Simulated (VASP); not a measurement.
Crystal: Mo3Ir4.

```xyz
7
Lattice="4.4768 0.0000 0.0000 0.0000 4.4768 0.0000 0.0000 0.0000 4.4768" Properties=species:S:1:pos:R:3 pbc="T T T"
Mo    2.2384    2.2384    0.0000
Mo    0.0000    2.2384    2.2384
Mo    2.2384    0.0000    2.2384
Ir    2.2384    2.2384    2.2384
Ir    2.2384    0.0000    0.0000
Ir    0.0000    2.2384    0.0000
Ir    0.0000    0.0000    2.2384
```

The cell was built by a generator and needn't be a form met in nature.

| Quantity | Value |
| --- | --- |
| Program | VASP 6.6.1 |
| Task | relaxation of cell and atoms |
| Functional | PBE |
| Potentials or basis | VASP PAW PBE potentials, release 64 (Mo_sv, Ir) |
| Cutoff | 600 eV |
| k mesh | 6 × 6 × 6 |
| Occupations | methfessel-paxton, width 0.1 eV |
| Spin | no spin polarisation |

At the start: pressure 177.3 GPa; volume 12.82 Å³/atom.

**Question.** How do energy, volume and symmetry change on relaxing?

**Answer.** Over 8 steps the energy falls by 2319.9 meV/atom and the volume is 18.75 Å³/atom (+46.3 %); space group Pm-3m (No. 221, to 0.05 Å).

Step by step:
| step | energy change (eV) | largest force (eV/Å) | pressure (GPa) | volume (Å³) |
| --- | --- | --- | --- | --- |
| 1 | 0.0000 | 0.0000 | 177.30 | 89.72 |
| 2 | 23.7076 | 0.0000 | -16.61 | 428.71 |
| 3 | 7.9635 | 0.0000 | -22.08 | 286.60 |
| 4 | -3.6245 | 0.0000 | -29.49 | 215.02 |
| 5 | -15.6621 | 0.0000 | -14.09 | 143.37 |
| 6 | -15.7505 | 0.0000 | 17.63 | 121.76 |
| 7 | -16.2314 | 0.0000 | -1.88 | 132.60 |
| 8 | -16.2393 | 0.0000 | 0.02 | 131.28 |

Final structure:
```
Mo Ir
1.0
     5.08240    0.00000    0.00000
     0.00000    5.08240    0.00000
     0.00000    0.00000    5.08240
Mo Ir
3 4
Direct
  0.50000 0.50000 0.00000
  0.00000 0.50000 0.50000
  0.50000 0.00000 0.50000
  0.50000 0.50000 0.50000
  0.50000 0.00000 0.00000
  0.00000 0.50000 0.00000
  0.00000 0.00000 0.50000
```

Caveat: the volume moved by over 15 % at a fixed basis, so the end points are rough.
